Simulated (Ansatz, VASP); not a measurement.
# InH: VASP beside Ansatz, part 2 of 2

Wanted: the spread between two codes on one cell, functional and k mesh. The cell is generated by rule, not measured, and may not be a known phase. Of the first pair: The two relaxations start from unlike cells of this crystal (the structure described is Ansatz's start), so only their ends are compared.

VASP 6.6.1 and Ansatz 0.2.0.

So far: Set-up; VASP: relaxation of cell and atoms, LDA; Ansatz: relaxation of cell and atoms, LDA; Comparison.

## 5. Ansatz: zone-centre phonons, LDA

Level of this step: Ansatz beside VASP: Kohn-Sham DFT, plane waves, LDA (Ansatz).

Second derivatives magnify differences that forces hide, and they need a tight electronic threshold.

The cell is taken from a series of runs on this material, whose earlier steps may have relaxed, scaled, displaced or heated it; both programs get it as it stands.

The input, input.yaml:

```yaml
crystal:
  lattice:
    - [0.0, 2.3938268912, 2.3938268912]
    - [2.3938268912, 0.0, 2.3938268912]
    - [2.3938268912, 2.3938268912, 0.0]
  atoms:
    - { symbol: In, position: [0.0, 0.0, 0.0] }
    - { symbol: H, position: [0.5, 0.5, 0.5] }
kpoints:
  mp_grid: { grid: [12, 12, 12] }
hamiltonian:
  xc: lda
  pseudopotentials: { kind: nc, accuracy: standard }
scf:
  occupations: { method: gaussian, width: 0.27211 }
output:
  eigenvalues: true
phonons:
  method: dfpt
```

Run with:

```bash
$ ansatz run input.yaml --threads 2 --pin off --max-ram 4096MiB --backend cpu --events-out ev --progress --plain --runs-dir out
```

Log:

```text
[...]
Crystal: 2 atoms, lattice volume = 27.435 Å³
Basis set: ecut = 1006.821291 eV, 1989 PW (Γ), exchange–correlation on 72×72×72 points (8 copies of the dense FFT grid, shifted against one another)
Bands: 11, of which v1, the nominal top of the filled ones, is band 7 counted from 1 (6 counted from 0)
Symmetry: 48 space group operations
k-points: 163 of 1728 (irreducible under 8 space group operations, time reversal used)
[...]
k mesh reduced under 8 symmetry operations, with k and −k counted as one. Each operation leaves every solved perturbation unchanged. A smaller set is not used because it would not reduce the number of displacements times k-points to solve
  ASR residual: 1.958e-4 → 0.000e0 eV/Å²; symmetrization residual: 1.968e-6 eV/Å²
  ASR residual per site (eV/Å²): 1.96e-4 8.25e-6
  Γ frequencies (cm⁻¹): -205.99 -205.99 -205.99 0.00 0.00 0.00
  non-analytic LO–TO correction: not included (Born effective charges unavailable; polar crystals: no LO–TO splitting at Γ)
[key lines of the parts left out:]
SCF converged after 9 iterations
Free energy (F): -1817.479052 eV
Fermi energy:    10.350322 eV
```

## 6. VASP: zone-centre phonons, LDA

The same cell, functional (in two slightly different forms), mesh and smearing now go to VASP, with its own data sets.

The input, INCAR:

```
SYSTEM = InH
PREC = Accurate
ENCUT = 500
EDIFF = 1E-08
NELM = 120
ISMEAR = 0
SIGMA = 0.27211
LREAL = .FALSE.
ALGO = Normal
GGA = CA
NBANDS = 13
LORBIT = 11
LWAVE = .FALSE.
LCHARG = .FALSE.
ISIF = 2
IBRION = 8
LASPH = .TRUE.
GGA_COMPAT = .FALSE.
KPAR = 2
```

The input, POSCAR:

```
InH
1.0
    0.0000000000      2.3938268912      2.3938268912
    2.3938268912      0.0000000000      2.3938268912
    2.3938268912      2.3938268912      0.0000000000
In H
1 1
Direct
    0.0000000000      0.0000000000      0.0000000000
    0.5000000000      0.5000000000      0.5000000000
```

The input, KPOINTS:

```
Automatic mesh
0
Gamma
12 12 12
0 0 0
```

Potentials, in the order of the species: In_d and H (LDA family, release 64).

Run with:

```bash
$ mpirun -np 2 vasp_std
```

Log:

```text
[... set-up lines as in an earlier step ...]
 entering main loop
       N       E                     dE             d eps       ncg     rms          rms(c)
DAV:   1     0.810202846810E+02    0.81020E+02   -0.67827E+03  1900   0.141E+03
DAV:   2    -0.189461097400E+01   -0.82915E+02   -0.79911E+02  2027   0.296E+02
DAV:   3    -0.597034558802E+01   -0.40757E+01   -0.40510E+01  2270   0.647E+01
DAV:   4    -0.605810212795E+01   -0.87757E-01   -0.87718E-01  2351   0.936E+00
[...]
DAV:  11    -0.584892942604E+01    0.11867E-05   -0.13422E-06  3047   0.103E-02    0.186E-03
DAV:  12    -0.584892943945E+01   -0.13414E-07   -0.14179E-07  2240   0.281E-03    0.963E-04
DAV:  13    -0.584892944014E+01   -0.69031E-09   -0.61552E-09  1432   0.872E-04
   1 F= -.58489294E+01 E0= -.58392090E+01  d E =-.194409E-01
 Linear response reoptimize wavefunctions to high precision
DAV:   1    -0.584892944007E+01    0.71168E-10   -0.92178E-10  1787   0.252E-04
 Linear response DOF=           2
 Linear response progress:
  Degree of freedom:   1/  2
[...]
RMM:  14    -0.231058631184E+00    0.10193E-07    0.13284E-08  8194   0.391E-05    0.185E-05
RMM:  15    -0.231058613632E+00    0.17552E-07    0.63370E-09  8822   0.293E-05    0.137E-05
RMM:  16    -0.231058615725E+00   -0.20929E-08    0.49488E-09  8272   0.238E-05    0.132E-06
 first order change of Fermi-energy  -0.17586E-04
 force on displaced ion       1 direction 1 :   0.178   0.000   0.000
 Linear response progress:
  Degree of freedom:   2/  2
       N       E                     dE             d eps       ncg     rms          rms(c)
RMM:   1    -0.137253154098E-01   -0.13725E-01    0.73511E-03  7877   0.611E-01
RMM:   2    -0.136057757935E-01    0.11954E-03   -0.74391E-04  6843   0.192E-01    0.607E-02
RMM:   3    -0.138263683275E-01   -0.22059E-03   -0.80854E-05  7696   0.674E-02    0.323E-02
RMM:   4    -0.142107212986E-01   -0.38435E-03   -0.35223E-05  7609   0.317E-02    0.327E-03
[...]
RMM:  10    -0.142322482545E-01    0.19082E-06   -0.13581E-08  8473   0.105E-04    0.259E-04
RMM:  11    -0.142321844958E-01    0.63759E-07   -0.16785E-09  8389   0.405E-05    0.818E-05
RMM:  12    -0.142321767430E-01    0.77528E-08   -0.86131E-10  8596   0.164E-05    0.440E-05
 first order change of Fermi-energy  -0.16105E-03
 force on displaced ion       2 direction 1 :   0.153   0.000   0.000
 Linear response finished
```

Parts of OUTCAR (step 6):

```text
  Total        0.2944411      0.2944411      0.2944411      0.0000000     -0.0000000      0.0000000
  in kB       17.1949463     17.1949463     17.1949463      0.0000000     -0.0000000      0.0000000
  external PRESSURE =      17.1949463 kB  Pullay stress =       0.0000000 kB

 POSITION                                       TOTAL-FORCE (eV/Angst)
 -----------------------------------------------------------------------------------
      0.00000      0.00000      0.00000         0.000000     -0.000000     -0.000000
      2.39383      2.39383      2.39383        -0.000000      0.000000      0.000000
 -----------------------------------------------------------------------------------
    total drift:                               -0.000000     -0.000000     -0.000000

[... 1 part as in an earlier step ...]

[... 1 further part left out ...]
```

## 7. Differences

Both answers:

```csv
quantity,Ansatz,VASP,difference
"optical mode 1 to 3 (imaginary, printed as negative) (cm⁻¹)",-206.0,-204.9,-1.1
```

Modes are paired by rising frequency, not by their patterns, so a pair may set unlike modes beside each other; they are those without the splitting of longitudinal modes.

## 8. Results

| Property | Result |
| --- | --- |
| difference in volume (relaxation of cell and atoms, LDA) | -0.054 % |
| r.m.s. difference of the optical zone-centre modes, each program's sorted by frequency (zone-centre phonons, LDA) | 1.1 cm⁻¹ |

**Reading.** The difference in volume is -0.054 % (relaxation of cell and atoms, LDA), within the 1.2 % picked in this series as the mark of a large difference, as far as the stopping tolerances let one tell. 1 further run of this series is not shown here. Such differences can come from data sets, numerical settings and the points named under the comparisons, not from the functional's error against experiment.

[Lines on the potential files, build, host, timing and source positions are cut from VASP's logs without a mark.]

[Logs are printed without paths, hosts, clocks, repeated set-up lines and the standing remarks that a program may print on its own settings, such as how far it seeks lower states.]

[Hosts, paths, dates, database ids (printed as entryN), source tags and the programs' standing remarks are cut or masked in the printed files.]
